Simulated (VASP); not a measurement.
# CeZn2Ni (P4/mmm) in VASP: a series of runs

Runs on CeZn2Ni. Level: PBEsol+U. Tasks: relaxation of cell and atoms.

Program: VASP 6.6.1. These are calculated values, not measurements. Logs are shortened: lines on timing, memory, paths and dates and some standing lists are left out, and cuts for length are marked.

## 1. The crystal as given

The structure is tetragonal, space group P4/mmm (No. 123). The conventional cell has a = 3.864 Å, b = 3.864 Å, c = 4.919 Å, α = 90.00°, β = 90.00°, γ = 90.00°. Ce (site symmetry 4/mmm) is surrounded by 4 Ni at 2.73 Å and 8 Zn at 3.13 Å. Zn (site symmetry mmm) is surrounded by 4 Zn at 2.73 Å and 4 Ce at 3.13 Å and 4 Ni at 3.13 Å. Ni (site symmetry 4/mmm) is surrounded by 4 Ce at 2.73 Å and 8 Zn at 3.13 Å.

The cell comes from a database or a generator and needn't be the stable form of this composition.

## 2. Relaxation of cell and atoms, PBEsol+U, collinear spin, ferromagnetic start

Input file INCAR:

```
PREC = Accurate
ENCUT = 600
EDIFF = 1E-7
ISMEAR = -1
SIGMA = 0.05
LREAL = F
LASPH = T
NELM = 150
ALGO = Normal
ISIF = 3
LWAVE = F
LCHARG = F
ISPIN = 2
MAGMOM = 1 0 0 1
LORBIT = 11
LMAXMIX = 6
LDAU = T
LDAUTYPE = 2
LDAUL = 3 -1 2
LDAUU = 2 0 2
LDAUJ = 0 0 0
LDAUPRINT = 1
GGA = PS
IBRION = 2
NSW = 60
EDIFFG = -0.02
```

Input file KPOINTS:

```
Automatic mesh
0
Gamma
  5 5 5
```

Input file POSCAR:

```
CeZn2Ni
1.0
    3.8643900000      0.0000000000      0.0000000000
    0.0000000000      3.8643900000      0.0000000000
    0.0000000000      0.0000000000      4.9192680000
Ce Zn Ni
1 2 1
Direct
    0.0000000000      0.0000000000      0.0000000000
    0.0000000000      0.5000000000      0.5000000000
    0.5000000000      0.0000000000      0.5000000000
    0.5000000000      0.5000000000      0.0000000000
```

Potentials or basis: VASP PAW PBE potentials, release 64 (Ce, Zn, Ni).

Run with:

```bash
$ cat potpaw_PBE.64/Ce/POTCAR potpaw_PBE.64/Zn/POTCAR potpaw_PBE.64/Ni/POTCAR > POTCAR
$ mpirun -np 1 vasp_std > vasp.out
```

OUTCAR:

```text
PREC = Accurate
   ENCUT = 600
   EDIFF = 1E-7
   ISMEAR = -1
   LREAL = F
   LASPH = T
   NELM = 150
   ISIF = 3
   ISPIN = 2
   LORBIT = 11
   GGA = PS
   IBRION = 2
   NSW = 60
   EDIFFG = -0.02

 ion  position               nearest neighbor table
   1  0.000  0.000  0.000-   4 2.73   4 2.73   4 2.73   4 2.73
   2  0.000  0.500  0.500-   3 2.73   3 2.73   3 2.73   3 2.73
   3  0.500  0.000  0.500-   2 2.73   2 2.73   2 2.73   2 2.73
   4  0.500  0.500  0.000-   1 2.73   1 2.73   1 2.73   1 2.73

  LATTYP: Found a simple tetragonal cell.
 ALAT       =     3.8643900000
 C/A-ratio  =     1.2729740011

  Lattice vectors:

 A1 = (   3.8643900000,   0.0000000000,   0.0000000000)
 A2 = (   0.0000000000,   3.8643900000,   0.0000000000)
 A3 = (   0.0000000000,   0.0000000000,   4.9192680000)

Analysis of symmetry for initial positions (statically):
=====================================================================
 Subroutine PRICEL returns:
 Original cell was already a primitive cell.

 Routine SETGRP: Setting up the symmetry group for a
 simple tetragonal supercell.

 Subroutine GETGRP returns: Found 16 space group operations
 (whereof 16 operations were pure point group operations)
 out of a pool of 16 trial point group operations.

The static configuration has the point symmetry D_4h.

Analysis of symmetry for dynamics (positions and initial velocities):
=====================================================================
 Subroutine PRICEL returns:
 Original cell was already a primitive cell.

 Routine SETGRP: Setting up the symmetry group for a
 simple tetragonal supercell.

 Subroutine GETGRP returns: Found 16 space group operations
 (whereof 16 operations were pure point group operations)
 out of a pool of 16 trial point group operations.

The dynamic configuration has the point symmetry D_4h.

Analysis of structural, dynamic, and magnetic symmetry:
=====================================================================
 Subroutine PRICEL returns:
 Original cell was already a primitive cell.

 Routine SETGRP: Setting up the symmetry group for a
 simple tetragonal supercell.

 Subroutine GETGRP returns: Found 16 space group operations
 (whereof 16 operations were pure point group operations)
 out of a pool of 16 trial point group operations.

The overall configuration has the point symmetry D_4h.

 Subroutine INISYM returns: Found 16 space group operations
 (whereof 16 operations are pure point group operations),
 and found     1 'primitive' translations

----------------------------------------------------------------------------------------

                                     Primitive cell

  volume of cell :      73.4619

  direct lattice vectors                    reciprocal lattice vectors
     3.864390000  0.000000000  0.000000000     0.258773053  0.000000000  0.000000000
     0.000000000  3.864390000  0.000000000     0.000000000  0.258773053  0.000000000
     0.000000000  0.000000000  4.919268000     0.000000000  0.000000000  0.203282277

  length of vectors
     3.864390000  3.864390000  4.919268000     0.258773053  0.258773053  0.203282277

  position of ions in fractional coordinates (direct lattice)
     0.000000000  0.000000000  0.000000000
     0.000000000  0.500000000  0.500000000
     0.500000000  0.000000000  0.500000000
     0.500000000  0.500000000  0.000000000

  ion indices of the primitive-cell ions
   primitive index   ion index
                 1           1
                 2           2
[... 129 lines left out ...]
  --------------------------------------------------------------------------------------
  -------------------------------------------------------------------------------------
  Total       -2.0324079     -2.0324079     -1.8906800      0.0000000      0.0000000      0.0000000
  in kB      -44.3260533    -44.3260533    -41.2350210      0.0000000      0.0000000      0.0000000
  external PRESSURE =     -43.2957092 kB  Pullay stress =       0.0000000 kB
[... 59 lines left out ...]
  FREE ENERGIE OF THE ION-ELECTRON SYSTEM (eV)
  ---------------------------------------------------
  free  energy   TOTEN  =       -13.9890568453 eV

  energy  without entropy=      -13.9548125582  energy(sigma->0) =      -13.97193470

atom =   1  type =  1  l = 3

 onsite density matrix

spin component  1

  0.0759 -0.0000 -0.0066 -0.0000 -0.0000  0.0000  0.0000
 -0.0000  0.0625 -0.0000 -0.0000 -0.0000  0.0000  0.0000
 -0.0066 -0.0000  0.0513  0.0000 -0.0000 -0.0000  0.0000
 -0.0000 -0.0000  0.0000  0.0720  0.0000  0.0000 -0.0000
 -0.0000 -0.0000 -0.0000  0.0000  0.0513 -0.0000  0.0066
  0.0000  0.0000 -0.0000  0.0000 -0.0000  0.0252 -0.0000
  0.0000  0.0000  0.0000 -0.0000  0.0066 -0.0000  0.0759

spin component  2

  0.0762 -0.0000 -0.0066 -0.0000 -0.0000  0.0000 -0.0000
 -0.0000  0.0627 -0.0000 -0.0000 -0.0000  0.0000  0.0000
 -0.0066 -0.0000  0.0514  0.0000 -0.0000 -0.0000  0.0000
 -0.0000 -0.0000  0.0000  0.0722  0.0000  0.0000 -0.0000
 -0.0000 -0.0000 -0.0000  0.0000  0.0514 -0.0000  0.0066
  0.0000  0.0000 -0.0000  0.0000 -0.0000  0.0252 -0.0000
 -0.0000  0.0000  0.0000 -0.0000  0.0066 -0.0000  0.0762

 occupancies and eigenvectors

  o =  0.0252  v =  0.0000 -0.0000 -0.0000 -0.0000 -0.0000  1.0000 -0.0000  0.0000  0.0000  0.0000  0.0000  0.0000  0.0000  0.0000      0.0000  0.0000  0.0000  0.0000  0.0000  0.0000  0.0000  0.0000  0.0000  0.0000  0.0000  0.0000  0.0000  0.0000
  o =  0.0252  v =  0.0000  0.0000  0.0000  0.0000  0.0000  0.0000  0.0000  0.0000 -0.0000 -0.0000 -0.0000 -0.0000  1.0000 -0.0000      0.0000  0.0000  0.0000  0.0000  0.0000  0.0000  0.0000  0.0000  0.0000  0.0000  0.0000  0.0000  0.0000  0.0000
  o =  0.0497  v =  0.2425 -0.0000  0.9702 -0.0000  0.0000  0.0000 -0.0000  0.0000  0.0000  0.0000  0.0000  0.0000  0.0000  0.0000      0.0000  0.0000  0.0000  0.0000  0.0000  0.0000  0.0000  0.0000  0.0000  0.0000  0.0000  0.0000  0.0000  0.0000
  o =  0.0497  v =  0.0000  0.0000  0.0000 -0.0000 -0.9702 -0.0000  0.2425  0.0000  0.0000  0.0000  0.0000  0.0000  0.0000  0.0000      0.0000  0.0000  0.0000  0.0000  0.0000  0.0000  0.0000  0.0000  0.0000  0.0000  0.0000  0.0000  0.0000  0.0000
  o =  0.0498  v =  0.0000  0.0000  0.0000  0.0000  0.0000  0.0000  0.0000  0.2411 -0.0000  0.9705 -0.0000  0.0000  0.0000 -0.0000      0.0000  0.0000  0.0000  0.0000  0.0000  0.0000  0.0000  0.0000  0.0000  0.0000  0.0000  0.0000  0.0000  0.0000
  o =  0.0498  v =  0.0000  0.0000  0.0000  0.0000  0.0000  0.0000  0.0000  0.0000  0.0000  0.0000  0.0000 -0.9705 -0.0000  0.2411      0.0000  0.0000  0.0000  0.0000  0.0000  0.0000  0.0000  0.0000  0.0000  0.0000  0.0000  0.0000  0.0000  0.0000
  o =  0.0625  v = -0.0000 -1.0000 -0.0000 -0.0000 -0.0000 -0.0000 -0.0000  0.0000  0.0000  0.0000  0.0000  0.0000  0.0000  0.0000      0.0000  0.0000  0.0000  0.0000  0.0000  0.0000  0.0000  0.0000  0.0000  0.0000  0.0000  0.0000  0.0000  0.0000
  o =  0.0627  v =  0.0000  0.0000  0.0000  0.0000  0.0000  0.0000  0.0000 -0.0000 -1.0000 -0.0000 -0.0000 -0.0000  0.0000 -0.0000      0.0000  0.0000  0.0000  0.0000  0.0000  0.0000  0.0000  0.0000  0.0000  0.0000  0.0000  0.0000  0.0000  0.0000
  o =  0.0720  v =  0.0000 -0.0000  0.0000  1.0000 -0.0000  0.0000  0.0000  0.0000  0.0000  0.0000  0.0000  0.0000  0.0000  0.0000      0.0000  0.0000  0.0000  0.0000  0.0000  0.0000  0.0000  0.0000  0.0000  0.0000  0.0000  0.0000  0.0000  0.0000
  o =  0.0722  v =  0.0000  0.0000  0.0000  0.0000  0.0000  0.0000  0.0000  0.0000 -0.0000  0.0000  1.0000  0.0000  0.0000  0.0000      0.0000  0.0000  0.0000  0.0000  0.0000  0.0000  0.0000  0.0000  0.0000  0.0000  0.0000  0.0000  0.0000  0.0000
  o =  0.0775  v =  0.0000 -0.0000 -0.0000 -0.0000  0.2425 -0.0000  0.9702  0.0000  0.0000  0.0000  0.0000  0.0000  0.0000  0.0000      0.0000  0.0000  0.0000  0.0000  0.0000  0.0000  0.0000  0.0000  0.0000  0.0000  0.0000  0.0000  0.0000  0.0000
  o =  0.0775  v = -0.9702 -0.0000  0.2425  0.0000  0.0000  0.0000  0.0000  0.0000  0.0000  0.0000  0.0000  0.0000  0.0000  0.0000      0.0000  0.0000  0.0000  0.0000  0.0000  0.0000  0.0000  0.0000  0.0000  0.0000  0.0000  0.0000  0.0000  0.0000
  o =  0.0778  v =  0.0000  0.0000  0.0000  0.0000  0.0000  0.0000  0.0000  0.0000 -0.0000 -0.0000 -0.0000  0.2411  0.0000  0.9705      0.0000  0.0000  0.0000  0.0000  0.0000  0.0000  0.0000  0.0000  0.0000  0.0000  0.0000  0.0000  0.0000  0.0000
  o =  0.0778  v =  0.0000  0.0000  0.0000  0.0000  0.0000  0.0000  0.0000 -0.9705 -0.0000  0.2411  0.0000  0.0000  0.0000  0.0000      0.0000  0.0000  0.0000  0.0000  0.0000  0.0000  0.0000  0.0000  0.0000  0.0000  0.0000  0.0000  0.0000  0.0000

atom =   4  type =  3  l = 2

 onsite density matrix

spin component  1

  0.8845  0.0000 -0.0000  0.0000 -0.0000
  0.0000  0.8387  0.0000  0.0000  0.0000
 -0.0000  0.0000  0.8813 -0.0000  0.0000
  0.0000  0.0000 -0.0000  0.8387  0.0000
 -0.0000  0.0000  0.0000  0.0000  0.8061

spin component  2

  0.8845  0.0000  0.0000  0.0000 -0.0000
  0.0000  0.8386  0.0000 -0.0000  0.0000
  0.0000  0.0000  0.8812 -0.0000  0.0000
  0.0000 -0.0000 -0.0000  0.8386  0.0000
 -0.0000  0.0000  0.0000  0.0000  0.8060

 occupancies and eigenvectors

  o =  0.8060  v =  0.0000  0.0000  0.0000  0.0000  0.0000  0.0000  0.0000 -0.0000  0.0000  1.0000      0.0000  0.0000  0.0000  0.0000  0.0000  0.0000  0.0000  0.0000  0.0000  0.0000
  o =  0.8061  v =  0.0000 -0.0000  0.0000 -0.0000 -1.0000  0.0000  0.0000  0.0000  0.0000  0.0000      0.0000  0.0000  0.0000  0.0000  0.0000  0.0000  0.0000  0.0000  0.0000  0.0000
  o =  0.8386  v =  0.0000  0.0000  0.0000  0.0000  0.0000  0.0000 -0.0306  0.0000 -0.9995  0.0000      0.0000  0.0000  0.0000  0.0000  0.0000  0.0000  0.0000  0.0000  0.0000  0.0000
  o =  0.8386  v =  0.0000  0.0000  0.0000  0.0000  0.0000  0.0000 -0.9995  0.0000  0.0306  0.0000      0.0000  0.0000  0.0000  0.0000  0.0000  0.0000  0.0000  0.0000  0.0000  0.0000
  o =  0.8387  v =  0.0000  0.0207 -0.0000  0.9998 -0.0000  0.0000  0.0000  0.0000  0.0000  0.0000      0.0000  0.0000  0.0000  0.0000  0.0000  0.0000  0.0000  0.0000  0.0000  0.0000
  o =  0.8387  v =  0.0000 -0.9998  0.0000  0.0207  0.0000  0.0000  0.0000  0.0000  0.0000  0.0000      0.0000  0.0000  0.0000  0.0000  0.0000  0.0000  0.0000  0.0000  0.0000  0.0000
  o =  0.8812  v =  0.0000  0.0000  0.0000  0.0000  0.0000  0.0000 -0.0000 -1.0000 -0.0000 -0.0000      0.0000  0.0000  0.0000  0.0000  0.0000  0.0000  0.0000  0.0000  0.0000  0.0000
  o =  0.8813  v =  0.0000  0.0000  1.0000  0.0000  0.0000  0.0000  0.0000  0.0000  0.0000  0.0000      0.0000  0.0000  0.0000  0.0000  0.0000  0.0000  0.0000  0.0000  0.0000  0.0000
  o =  0.8845  v =  0.0000  0.0000  0.0000  0.0000  0.0000  1.0000  0.0000  0.0000  0.0000  0.0000      0.0000  0.0000  0.0000  0.0000  0.0000  0.0000  0.0000  0.0000  0.0000  0.0000
  o =  0.8845  v =  1.0000  0.0000  0.0000  0.0000  0.0000  0.0000  0.0000  0.0000  0.0000  0.0000      0.0000  0.0000  0.0000  0.0000  0.0000  0.0000  0.0000  0.0000  0.0000  0.0000

--------------------------------------- Ionic step        3  -------------------------------------------

 number of electron      45.9999998 magnetization      -0.0014061

 Free energy of the ion-electron system (eV)
  ---------------------------------------------------
  ext. energy  EPLUGINS =         0.00000000
  ---------------------------------------------------
  free energy    TOTEN  =       -13.99519511 eV

  energy without entropy =      -13.95990173  energy(sigma->0) =      -13.97754842

 E-fermi :   5.9560     XC(G=0): -11.7315

 val. band max:        5.9538276660   @ k =   0.2000   0.2000   0.0000
 cond. band min:       5.9965416600   @ k =   0.0000   0.0000   0.2000
 fundamental gap:      0.0427139940
 Fermi energy:         5.9560081467

 spin component 1

 k-point     1 :       0.0000    0.0000    0.0000
  band No.  band energies     occupation
      1     -28.9400      1.00000
      2     -11.7358      1.00000
      3     -11.4095      1.00000
      4     -11.4095      1.00000
      5      -2.1627      1.00000
      6      -1.5954      1.00000
[... 547 lines left out ...]
     27       6.3766      0.00022
     28       6.3851      0.00019
 Fermi energy:         5.9560081467

 spin component 2

 k-point     1 :       0.0000    0.0000    0.0000
  band No.  band energies     occupation
      1     -28.9406      1.00000
      2     -11.7362      1.00000
      3     -11.4101      1.00000
      4     -11.4101      1.00000
      5      -2.1628      1.00000
      6      -1.5954      1.00000
[... 578 lines left out ...]
  FREE ENERGIE OF THE ION-ELECTRON SYSTEM (eV)
  ---------------------------------------------------
  free  energy   TOTEN  =       -13.9951951107 eV

  energy  without entropy=      -13.9599017283  energy(sigma->0) =      -13.97754842

 reached required accuracy - stopping structural energy minimisation

 total charge

# of ion       s       p       d       f       tot
--------------------------------------------------
    1        2.057   5.654   1.203   0.824   9.738
    2        0.683   0.385   9.719   0.000  10.786
    3        0.683   0.385   9.719   0.000  10.786
    4        0.566   0.287   8.472   0.000   9.325
--------------------------------------------------
tot          3.988   6.710  29.113   0.824  40.635

 magnetization (x)

# of ion       s       p       d       f       tot
--------------------------------------------------
    1       -0.000  -0.000  -0.000  -0.001  -0.001
    2        0.000  -0.000  -0.000   0.000  -0.000
    3        0.000  -0.000  -0.000   0.000  -0.000
    4        0.000  -0.000   0.000   0.000   0.000
--------------------------------------------------
tot          0.000  -0.000   0.000  -0.001  -0.001
```

Run time: 3.1 min. Hardware: 1 thread of Intel Xeon 6975P-C (Granite Rapids), shared host; peak memory 0.3 GiB.

Results:

| Quantity | Value |
| --- | --- |
| Free energy | -13.9952 eV |
| Relaxed volume | 17.38 Å³/atom |
| Relaxed cell | a = 3.792 Å, b = 3.792 Å, c = 4.834 Å, α = 90.00°, β = 90.00°, γ = 90.00° |
| Space group after relaxing (to 0.05 Å) | P4/mmm (No. 123) |
| Energy gained by relaxing | 14.0 meV/atom |
| Ionic steps | 3 |
| Pressure after relaxing | 0.0 GPa |
| Band gap on the k mesh | none (metal or under the smearing width) |
| Net moment | 0.00 μB per cell |
| Valence electrons inside the program's atomic spheres | Ce 9.74; Zn 10.79; Ni 9.32 |

Step by step:
```csv
step,energy change (eV),largest force (eV/Å),pressure (GPa),volume (Å³)
1,0.0000,0.0000,-4.33,73.46
2,-0.0501,0.0000,1.64,68.31
3,-0.0562,0.0000,0.02,69.52
```

Final structure:
```
CELL_PARAMETERS angstrom
3.79230 0.00000 0.00000
0.00000 3.79230 0.00000
0.00000 0.00000 4.83390
ATOMIC_POSITIONS crystal
Ce 0.00000 0.00000 0.00000
Zn 0.00000 0.50000 0.50000
Zn 0.50000 0.00000 0.50000
Ni 0.50000 0.50000 0.00000
```

Eigenvalues of the final occupation matrices:
| site | spin | trace | eigenvalues |
| --- | --- | --- | --- |
| site 1 f | 1 | 0.41 | 0.03 0.05 0.05 0.06 0.07 0.08 0.08 |
| site 1 f | 2 | 0.42 | 0.03 0.05 0.05 0.06 0.07 0.08 0.08 |
| site 4 d | 1 | 4.25 | 0.81 0.84 0.84 0.88 0.88 |
| site 4 d | 2 | 4.25 | 0.81 0.84 0.84 0.88 0.88 |

Caveat: the magnetic or orbital state may not be the lowest; the PAW data sets were made with another functional, which shifts forces and pressure a little; spin-orbit coupling is left out, which moves the levels of the heavy elements.

## 3. Relaxation of cell and atoms, PBEsol+U, collinear spin, ferromagnetic start

Edit INCAR of step 2 so:

```diff
@@ -19,3 +19,3 @@
 LDAUL = 3 -1 2
-LDAUU = 2 0 2
+LDAUU = 3 0 3
 LDAUJ = 0 0 0
```

KPOINTS is that of step 2.

POSCAR is that of step 2.

Potentials or basis: VASP PAW PBE potentials, release 64 (Ce, Zn, Ni).

Run with:

```bash
$ cat potpaw_PBE.64/Ce/POTCAR potpaw_PBE.64/Zn/POTCAR potpaw_PBE.64/Ni/POTCAR > POTCAR
$ mpirun -np 1 vasp_std > vasp.out
```

Wall time 5.7 min (1 thread of Intel Xeon 6975P-C (Granite Rapids), shared host); peak memory 0.3 GiB.

Results (log left out):

```
Free energy                                           : -12.9991 eV
Relaxed volume                                        : 17.34 Å³/atom
Relaxed cell                                          : a = 3.796 Å, b = 3.796 Å, c = 4.813 Å, α = 90.00°, β = 90.00°, γ = 90.00°
Space group after relaxing (to 0.05 Å)                : P4/mmm (No. 123)
Energy gained by relaxing                             : 15.5 meV/atom
Ionic steps                                           : 7
Pressure after relaxing                               : 0.0 GPa
Band gap on the k mesh                                : none (metal or under the smearing width)
Net moment                                            : 0.01 μB per cell
Valence electrons inside the program's atomic spheres : Ce 9.70; Zn 10.79; Ni 9.37
```

The path:
| step | energy change (eV) | largest force (eV/Å) | pressure (GPa) | volume (Å³) |
| --- | --- | --- | --- | --- |
| 1 | 0.0000 | 0.0000 | -4.57 | 73.46 |
| 2 | -0.0540 | 0.0000 | 1.83 | 68.03 |
| 3 | -0.0616 | 0.0000 | -0.04 | 69.36 |
| 4 | -0.0615 | 0.0000 | 0.11 | 69.28 |
| 5 | -0.0618 | 0.0000 | -0.05 | 69.39 |
| 6 | -0.0618 | 0.0000 | -0.11 | 69.43 |
| 7 | -0.0619 | 0.0000 | 0.00 | 69.35 |

Final structure:
```xyz
4
Lattice="3.7957 0.0000 0.0000 0.0000 3.7957 0.0000 0.0000 0.0000 4.8131" Properties=species:S:1:pos:R:3 pbc="T T T"
Ce    0.0000    0.0000    4.8131
Zn    0.0000    1.8979    2.4065
Zn    1.8979    0.0000    2.4065
Ni    1.8979    1.8979    0.0000
```

Levels at points of the mesh, in eV from the Fermi level:
Spin up:
```
           k point  band 19  band 20  band 21  band 22  band 23  band 24  band 25  band 26  band 27  band 28
(0.00, 0.00, 0.00)    -2.14    -2.14    -0.79    -0.46     0.29     0.30     0.30     0.31     0.31     0.49
```
Spin down:
```
           k point  band 19  band 20  band 21  band 22  band 23  band 24  band 25  band 26  band 27  band 28
(0.00, 0.00, 0.00)    -2.15    -2.15    -0.79    -0.46     0.29     0.30     0.30     0.31     0.31     0.50
```

Eigenvalues of the final occupation matrices:
```tsv
site	spin	trace	eigenvalues
site 1 f	1	0.38	0.02 0.04 0.04 0.06 0.07 0.07 0.07
site 1 f	2	0.38	0.02 0.04 0.04 0.05 0.07 0.07 0.07
site 4 d	1	4.28	0.81 0.84 0.84 0.89 0.89
site 4 d	2	4.28	0.81 0.84 0.84 0.89 0.89
```

Caveat: the magnetic or orbital state may not be the lowest; the PAW data sets were made with another functional, which shifts forces and pressure a little; spin-orbit coupling is left out, which moves the levels of the heavy elements.
